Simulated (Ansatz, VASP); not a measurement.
**Cross-check of HfO2 between VASP and Ansatz**

Aim: how closely do two programs agree when they are given the same cell, functional and k mesh? The cell is taken from a series of runs on this material, whose earlier steps may have relaxed, scaled, displaced or heated it; both programs get it as it stands.

Method: plane waves, with VASP 6.6.1 beside it; zone-centre phonons at LDA, in Ansatz 0.2.0.

### 1. The structure

The structure is tetragonal, space group P4_2/nmc (No. 137). Conventional cell: a = 3.518 Å, b = 3.518 Å, c = 5.056 Å, α = 90.00°, β = 90.00°, γ = 90.00°. O has 4 Hf at 2.05 to 2.30 Å nearest. Hf has 8 O at 2.05 to 2.30 Å nearest. Farther neighbours and most contacts between anions are not listed.

Coordinates:

```xyz
6
Lattice="3.5183 0.0000 0.0000 0.0000 3.5183 0.0000 0.0000 0.0000 5.0558" Properties=species:S:1:pos:R:3 pbc="T T T"
O     0.0000    1.7592    3.5793
O     1.7592    0.0000    4.0045
O     1.7592    0.0000    1.4765
O     0.0000    1.7592    1.0514
Hf    1.7592    1.7592    2.5279
Hf    0.0000    0.0000    0.0000
```

### 2. VASP: zone-centre phonons, LDA

Second derivatives magnify differences that forces hide, and they need a tight electronic threshold.

Lines of VASP's logs that name or quote its potential files are left out, and so is its time.

File INCAR:

```
SYSTEM = HfO2
PREC = Accurate
ENCUT = 600
EDIFF = 1E-08
NELM = 120
ISMEAR = 0
SIGMA = 0.01
LREAL = .FALSE.
ALGO = Normal
GGA = CA
NBANDS = 28
LASPH = .TRUE.
LORBIT = 11
LWAVE = .FALSE.
LCHARG = .FALSE.
ISIF = 2
IBRION = 8
LEPSILON = .TRUE.
GGA_COMPAT = .FALSE.
EFERMI = MIDGAP
KPAR = 2
```

File POSCAR:

```
HfO2
1.0
    3.5183471577      0.0000000000      0.0000000000
    0.0000000000      3.5183471577      0.0000000000
    0.0000000000      0.0000000000      5.0558207679
O Hf
4 2
Direct
    0.0000000000      0.5000000000      0.7079524400
    0.5000000000      0.0000000000      0.7920475600
    0.5000000000      0.0000000000      0.2920475600
    0.0000000000      0.5000000000      0.2079524400
    0.5000000000      0.5000000000      0.5000000000
    0.0000000000      0.0000000000      0.0000000000
```

File KPOINTS:

```
Automatic mesh
0
Gamma
8 8 6
0 0 0
```

The projector-augmented-wave data sets are O and Hf_pv (LDA family, release 64).

Run with:

```
$ mpirun -np 2 vasp_std
```

Numbers of over 12 decimals in the logs are rounded to 6 here.

The program printed:

```text
[banner, memory and clock lines left out]
running    2 mpi-ranks, on    1 nodes
 distrk:  each k-point on    1 cores,    2 groups
 distr:  one band on    1 cores,    1 groups

 POSCAR found type information on POSCAR O Hf
 POSCAR found :  2 types and       6 ions
 LDA part: xc-table for (Slater(with rela. corr.)+CA(PZ))
 , standard interpolation
 POSCAR, INCAR and KPOINTS ok, starting setup
 FFT: planning ... GRIDC
 FFT: planning ... GRID_SOFT
 FFT: planning ... GRID
 WAVECAR not read
 entering main loop
       N       E                     dE             d eps       ncg     rms          rms(c)
DAV:   1     0.269324518726E+03    0.26932E+03   -0.27767E+04  3360   0.177E+03
DAV:   2    -0.631918240490E+02   -0.33252E+03   -0.32344E+03  4332   0.407E+02
DAV:   3    -0.769815837286E+02   -0.13790E+02   -0.13749E+02  3996   0.761E+01
DAV:   4    -0.771088374417E+02   -0.12725E+00   -0.12718E+00  4416   0.802E+00
DAV:   5    -0.771098463089E+02   -0.10089E-02   -0.10088E-02  4228   0.681E-01    0.816E+01
DAV:   6    -0.666191099672E+02    0.10491E+02   -0.56428E+01  3820   0.417E+01    0.676E+01
DAV:   7    -0.663323169497E+02    0.28679E+00   -0.23539E+00  3932   0.107E+01    0.365E+01
DAV:   8    -0.662789194841E+02    0.53397E-01   -0.17485E-01  4128   0.326E+00    0.569E+00
DAV:   9    -0.662654659954E+02    0.13453E-01   -0.49047E-02  3752   0.157E+00    0.264E+00
DAV:  10    -0.662644364148E+02    0.10296E-02   -0.54040E-03  4240   0.470E-01    0.585E-02
DAV:  11    -0.662644574929E+02   -0.21078E-04   -0.34012E-04  4076   0.118E-01    0.315E-02
DAV:  12    -0.662644603142E+02   -0.28213E-05   -0.10525E-05  3936   0.202E-02    0.553E-02
DAV:  13    -0.662644599952E+02    0.31907E-06   -0.12523E-06  4204   0.691E-03    0.611E-03
DAV:  14    -0.662644600003E+02   -0.51323E-08   -0.75576E-08  4172   0.164E-03
   1 F= -.66264460E+02 E0= -.66264460E+02  d E =0.000000E+00
 Linear response reoptimize wavefunctions to high precision
DAV:   1    -0.662644600026E+02   -0.23479E-08   -0.67534E-09  3204   0.532E-04
DAV:   2    -0.662644600027E+02   -0.23192E-10   -0.28893E-10  2296   0.118E-04
 Linear response G [H, r] |phi>, progress :
  Direction:   1
       N       E                     dE             d eps       ncg     rms
RMM:   1    -0.186731607280E+03   -0.18673E+03    0.13573E+03  4934   0.229E+02
RMM:   2    -0.179586061024E+03    0.71455E+01   -0.64277E+01  5382   0.396E+01
RMM:   3    -0.180226262675E+03   -0.64020E+00   -0.47323E+00  6347   0.668E+00
RMM:   4    -0.180231820830E+03   -0.55582E-02   -0.27649E-01  6784   0.142E+00
RMM:   5    -0.180231079734E+03    0.74110E-03   -0.18653E-02  6589   0.342E-01
RMM:   6    -0.180231154267E+03   -0.74533E-04   -0.18849E-03  6829   0.882E-02
RMM:   7    -0.180231156033E+03   -0.17662E-05   -0.62649E-04  6685   0.313E-02
RMM:   8    -0.180231158516E+03   -0.24829E-05   -0.23312E-04  6575   0.176E-02
RMM:   9    -0.180231162129E+03   -0.36129E-05   -0.65545E-04  6197   0.147E-02
RMM:  10    -0.180231161772E+03    0.35642E-06   -0.53845E-04  6181   0.140E-02
RMM:  11    -0.180231162991E+03   -0.12190E-05   -0.12539E-04  5903   0.138E-02
RMM:  12    -0.180231161776E+03    0.12149E-05   -0.71272E-04  5592   0.138E-02
 Linear response G [H, r] |phi>, progress :
  Direction:   2
       N       E                     dE             d eps       ncg     rms
RMM:   1    -0.182949683405E+03   -0.18295E+03    0.16157E+03  4939   0.235E+02
RMM:   2    -0.174637431435E+03    0.83123E+01   -0.77768E+01  5411   0.424E+01
RMM:   3    -0.175355047725E+03   -0.71762E+00   -0.52832E+00  6364   0.747E+00
RMM:   4    -0.175380348953E+03   -0.25301E-01   -0.34453E-01  6770   0.163E+00
RMM:   5    -0.175379816375E+03    0.53258E-03   -0.22997E-02  6571   0.400E-01
RMM:   6    -0.175379957867E+03   -0.14149E-03   -0.25513E-03  6840   0.108E-01
RMM:   7    -0.175379956199E+03    0.16680E-05   -0.71060E-04  6712   0.384E-02
RMM:   8    -0.175379954424E+03    0.17751E-05   -0.59154E-04  6540   0.222E-02
RMM:   9    -0.175379958384E+03   -0.39596E-05   -0.41359E-04  6261   0.187E-02
RMM:  10    -0.175379959659E+03   -0.12756E-05   -0.59198E-04  6132   0.178E-02
RMM:  11    -0.175379958542E+03    0.11174E-05   -0.70023E-04  5978   0.176E-02
RMM:  12    -0.175379958290E+03    0.25215E-06   -0.79698E-04  5614   0.175E-02
 Linear response G [H, r] |phi>, progress :
  Direction:   3
       N       E                     dE             d eps       ncg     rms
RMM:   1    -0.183592355113E+03   -0.18359E+03    0.13657E+03  5248   0.224E+02
RMM:   2    -0.177916661433E+03    0.56757E+01   -0.58113E+01  5424   0.377E+01
RMM:   3    -0.178562529355E+03   -0.64587E+00   -0.39394E+00  6314   0.641E+00
RMM:   4    -0.178580807315E+03   -0.18278E-01   -0.27517E-01  6554   0.141E+00
RMM:   5    -0.178580337414E+03    0.46990E-03   -0.22675E-02  6489   0.348E-01
RMM:   6    -0.178580484794E+03   -0.14738E-03   -0.36512E-03  6589   0.969E-02
RMM:   7    -0.178580446761E+03    0.38033E-04   -0.10534E-03  6515   0.347E-02
[...]
dielectric tensor                  component  3 :    -0.125     0.077     4.906
 Linear response DOF=           5
 Linear response progress:
  Degree of freedom:   1/  5
       N       E                     dE             d eps       ncg     rms          rms(c)
RMM:   1    -0.373449790911E+00   -0.37345E+00    0.27734E-01 15619   0.333E+00
[...]
RMM:  11    -0.361563499154E+00   -0.28211E-06   -0.61706E-08 13838   0.283E-04    0.250E-05
RMM:  12    -0.361563400549E+00    0.98606E-07   -0.28609E-08 13597   0.268E-04    0.557E-06
RMM:  13    -0.361563408953E+00   -0.84039E-08   -0.12990E-07 13700   0.264E-04    0.353E-06
RMM:  14    -0.361563408902E+00    0.50735E-10   -0.32520E-08 12768   0.263E-04    0.106E-06
 first order change of Fermi-energy   0.31732E-04
 force on displaced ion       1 direction 2 :   0.000  -7.422   0.002
 Born effective charge ion    1 direction 2 :   0.000  -2.201  -0.000
 Linear response progress:
  Degree of freedom:   3/  5
       N       E                     dE             d eps       ncg     rms          rms(c)
RMM:   1    -0.380653494375E+00   -0.38065E+00    0.22945E-01 11651   0.318E+00
RMM:   2    -0.368680179842E+00    0.11973E-01   -0.15597E-02  9005   0.595E-01    0.104E+00
RMM:   3    -0.369783843907E+00   -0.11037E-02   -0.19977E-03  8952   0.196E-01    0.552E-01
RMM:   4    -0.371526839409E+00   -0.17430E-02   -0.12581E-03  9040   0.155E-01    0.874E-02
RMM:   5    -0.371501520468E+00    0.25319E-04   -0.90373E-05  9241   0.370E-02    0.238E-02
RMM:   6    -0.371491460634E+00    0.10060E-04   -0.90550E-06  9701   0.811E-03    0.120E-02
RMM:   7    -0.371483136781E+00    0.83239E-05    0.13960E-06  9730   0.393E-03    0.543E-03
RMM:   8    -0.371454335302E+00    0.28801E-04    0.12098E-06  9184   0.261E-03    0.165E-03
RMM:   9    -0.371459079089E+00   -0.47438E-05   -0.51563E-07 10020   0.770E-04    0.661E-04
RMM:  10    -0.371462301042E+00   -0.32220E-05   -0.32767E-07  9591   0.444E-04    0.137E-04
RMM:  11    -0.371462008146E+00    0.29290E-06   -0.20397E-07 10309   0.300E-04    0.108E-04
RMM:  12    -0.371462036031E+00   -0.27885E-07   -0.30699E-07 10813   0.256E-04    0.570E-05
RMM:  13    -0.371462030532E+00    0.54986E-08   -0.20583E-07 11273   0.249E-04    0.290E-05
RMM:  14    -0.371462064213E+00   -0.33681E-07   -0.30084E-07 10876   0.249E-04    0.823E-06
RMM:  15    -0.371462070025E+00   -0.58120E-08   -0.20900E-07 10842   0.246E-04    0.226E-06
RMM:  16    -0.371462069124E+00    0.90147E-09   -0.25067E-07 10142   0.245E-04    0.151E-06
RMM:  17    -0.371462069866E+00   -0.74180E-09   -0.22749E-07  8917   0.245E-04    0.452E-07
RMM:  18    -0.371462069620E+00    0.24596E-09   -0.21841E-07  8723   0.245E-04    0.128E-07
RMM:  19    -0.371462069538E+00    0.81812E-10   -0.21772E-07  8713   0.245E-04    0.620E-08
 first order change of Fermi-energy   0.31059E+00
 force on displaced ion       1 direction 3 :   0.000   0.000 -15.004
 Born effective charge ion    1 direction 3 :   0.000   0.000  -2.492
 Linear response progress:
  Degree of freedom:   4/  5
       N       E                     dE             d eps       ncg     rms          rms(c)
RMM:   1    -0.233939711719E+00   -0.23394E+00    0.24283E+00  8912   0.845E+00
RMM:   2    -0.226039648799E+00    0.79001E-02   -0.37589E-02 10979   0.104E+00    0.102E+00
RMM:   3    -0.225541703239E+00    0.49795E-03   -0.12380E-03 12549   0.153E-01    0.599E-01
RMM:   4    -0.224842900190E+00    0.69880E-03   -0.23897E-04 14743   0.737E-02    0.162E-01
RMM:   5    -0.224684501270E+00    0.15840E-03   -0.22658E-05 15547   0.194E-02    0.298E-02
RMM:   6    -0.224712432130E+00   -0.27931E-04   -0.11224E-06 14056   0.986E-03    0.234E-02
RMM:   7    -0.224713154941E+00   -0.72281E-06   -0.11133E-06 15822   0.264E-03    0.158E-02
RMM:   8    -0.224710908588E+00    0.22464E-05   -0.23223E-06 14962   0.132E-03    0.113E-03
RMM:   9    -0.224710930502E+00   -0.21914E-07   -0.24246E-06 14981   0.655E-04    0.394E-04
RMM:  10    -0.224710977802E+00   -0.47300E-07   -0.10364E-06 16330   0.417E-04    0.281E-04
RMM:  11    -0.224711018681E+00   -0.40879E-07   -0.78592E-07 15767   0.354E-04    0.742E-05
RMM:  12    -0.224710987236E+00    0.31445E-07   -0.19823E-07 16048   0.324E-04    0.423E-05
RMM:  13    -0.224711002002E+00   -0.14766E-07   -0.24023E-07 15935   0.309E-04    0.193E-05
RMM:  14    -0.224711011042E+00   -0.90398E-08   -0.18653E-08 15861   0.302E-04    0.199E-06
 first order change of Fermi-energy  -0.21400E-04
 force on displaced ion       5 direction 1 : -10.829   0.000  -0.001
 Born effective charge ion    5 direction 1 :   5.532   0.000   0.000
 Linear response progress:
  Degree of freedom:   5/  5
       N       E                     dE             d eps       ncg     rms          rms(c)
RMM:   1    -0.255956334124E+00   -0.25596E+00    0.23826E+00  7194   0.840E+00
RMM:   2    -0.245787611605E+00    0.10169E-01   -0.40491E-02  8466   0.112E+00    0.891E-01
RMM:   3    -0.244765458424E+00    0.10222E-02   -0.30027E-03 10140   0.210E-01    0.568E-01
RMM:   4    -0.243791922283E+00    0.97354E-03   -0.91285E-04  9846   0.167E-01    0.194E-01
RMM:   5    -0.243620882941E+00    0.17104E-03   -0.24892E-04 12059   0.524E-02    0.419E-02
RMM:   6    -0.243672222541E+00   -0.51340E-04   -0.28332E-05 10175   0.196E-02    0.295E-02
RMM:   7    -0.243688693605E+00   -0.16471E-04   -0.13694E-05 11507   0.623E-03    0.264E-02
RMM:   8    -0.243692384606E+00   -0.36910E-05   -0.16234E-05 10781   0.387E-03    0.311E-03
RMM:   9    -0.243697392437E+00   -0.50078E-05   -0.20763E-05 10408   0.291E-03    0.901E-04
RMM:  10    -0.243697914412E+00   -0.52198E-06   -0.12776E-05 11733   0.959E-04    0.270E-04
[... 100 further cycles ...]
RMM: 111    -0.243698282996E+00   -0.29876E-07   -0.14226E-05 10542   0.351E-04    0.633E-07
RMM: 112    -0.243698253083E+00    0.29913E-07   -0.13942E-05 10534   0.351E-04    0.808E-07
RMM: 113    -0.243698283819E+00   -0.30736E-07   -0.14230E-05 10545   0.351E-04    0.625E-07
RMM: 114    -0.243698252373E+00    0.31445E-07   -0.13929E-05 10539   0.351E-04    0.810E-07
RMM: 115    -0.243698283842E+00   -0.31469E-07   -0.14239E-05 10544   0.351E-04    0.637E-07
RMM: 116    -0.243698251489E+00    0.32353E-07   -0.13903E-05 10537   0.351E-04    0.817E-07
RMM: 117    -0.243698283336E+00   -0.31847E-07   -0.14246E-05 10541   0.351E-04    0.649E-07
RMM: 118    -0.243698251399E+00    0.31938E-07   -0.13886E-05 10536   0.351E-04    0.832E-07
RMM: 119    -0.243698282174E+00   -0.30775E-07   -0.14245E-05 10546   0.351E-04    0.658E-07
RMM: 120    -0.243698250831E+00    0.31343E-07   -0.13887E-05 10535   0.351E-04    0.849E-07
 first order change of Fermi-energy  -0.89705E-04
 force on displaced ion       5 direction 3 :   0.000   0.000 -27.128
 Born effective charge ion    5 direction 3 :   0.000   0.000   4.984
 Born effective charges drift removed
 Linear response finished
```

[end of part 1 of 3]

[Lines on the potential files, build, host, timing and source positions are cut from VASP's logs without a mark.]

[Logs are printed without paths, hosts, clocks, repeated set-up lines and the standing remarks that a program may print on its own settings, such as how far it seeks lower states.]

[Hosts, paths, dates, database ids (printed as entryN), source tags and the programs' standing remarks are cut or masked in the printed files.]
